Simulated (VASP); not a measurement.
```
PbTe
1.0
    0.00000     3.29460     3.29460
    3.29460     0.00000     3.29460
    3.29460     3.29460     0.00000
Te Pb
1 1
Direct
  0.50000   0.50000   0.50000
  0.00000   0.00000   0.00000
```

The base run (VASP): PBE GGA, plane waves, VASP's PBE PAW potentials (set 64). Settings: 400 eV cut-off, 6×6×6 Γ-centred mesh, Gaussian smearing of 0.050 eV, potentials Te Pb_d.

One setting is varied; ΔE counts from the base run. The base run took about 6 core-seconds. Costs are core time on shared hosts, one run each; read them as rough ratios.

Pressures at a finite cut-off, here 400 eV, hold a Pulay part, which this task's highest cut-off puts under 0.2 GPa.

```
setting         cost over the base run  electronic steps  ΔE (meV/atom)  pressure (GPa)
--------------  ----------------------  ----------------  -------------  --------------
ISYM = 1          within a factor of 2                12            0.0           -0.41
SYMPREC = 1E-3    within a factor of 2                12            0.0           -0.41
base run                     reference                12            0.0           -0.41
ISYM = 0                 about 5 times                12            0.0           -0.40
ISYM = -1                about 8 times                12            0.0           -0.40
```

Left out are runs that failed, have no time on record or changed the cell.

The compound is PbTe in the rock salt structure. The cell was not relaxed at this level.
